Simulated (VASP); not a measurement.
Energy against volume of ZrC (rock salt). Calculation: PBEsol GGA, VASP's PBE PAW potentials (set 64) (plane waves; VASP). Settings: 520 eV cut-off, 13×13×13 Γ-centred mesh, first-order Methfessel-Paxton smearing of 0.10 eV, potentials Zr_sv C.

| V (Å³/atom) | E (eV/atom) |
|---|---|
| 12.365 | -10.27735 |
| 12.747 | -10.28632 |
| 13.130 | -10.27840 |
| 13.512 | -10.25594 |

Task: Fit these four points and predict the energy of the run at 11.983 Å³/atom.

Result: A cubic in V^(−2/3), the third-order Birch-Murnaghan form, passes through the four points with V0 = 12.75 Å³/atom and B0 = 235 GPa, and gives -10.2488 eV/atom there. The run gave -10.2487 eV/atom, +0.1 meV/atom from the fit; all five points give B0 = 235 GPa.

The compound is ZrC in the rock salt structure. It was relaxed first.
